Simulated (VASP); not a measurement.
Write the native input for VASP 6.6.1 that does the following.

* Task: single point
* Functional: LDA
* Potentials or basis: VASP PAW LDA potentials, release 64 (Mg)
* Cutoff: 520 eV
* k mesh: 18 × 18 × 16
* Occupations: gaussian, width 0.15 eV
* Spin: no spin polarisation
* Dipole correction: no
* Further INCAR settings: ALGO = Fast; EDIFF = 1e-06; NBANDS = 7

The structure of Mg lies in POSCAR:

```
Mg
1.0
    3.0502998005      0.0000000000      0.0000000000
   -1.5251499003      2.6416371164      0.0000000000
    0.0000000000      0.0000000000      3.0448375700
Mg
1
Direct
    0.0000000000      0.0000000000      0.0000000000
```

This isn't the form of Mg at room conditions, which is hcp.

One way to write it, as run:

INCAR

```
PREC = Accurate
ENCUT = 520
EDIFF = 1E-6
ISMEAR = 0
SIGMA = 0.15
LREAL = F
LASPH = T
NELM = 100
ALGO = Fast
ISIF = 2
LWAVE = F
LCHARG = F
NBANDS = 7
```

KPOINTS

```
regular mesh
0
Gamma
  18 18 16
```

Potentials or basis: VASP PAW LDA potentials, release 64 (Mg).

The run is started by

```bash
$ cat potpaw_LDA.64/Mg/POTCAR > POTCAR
$ mpirun -np 1 vasp_std > vasp.out
```

Results of the run:

```yaml
Pressure: -0.8 GPa
Band_gap_on_the_k_mesh: none (metal or under the smearing width)
```

Wall time 30 s on 1 thread of Intel(R) Xeon(R) Platinum 8375C CPU @ 2.90GHz (Ice Lake), on a shared host, peak memory 0.17 GiB.
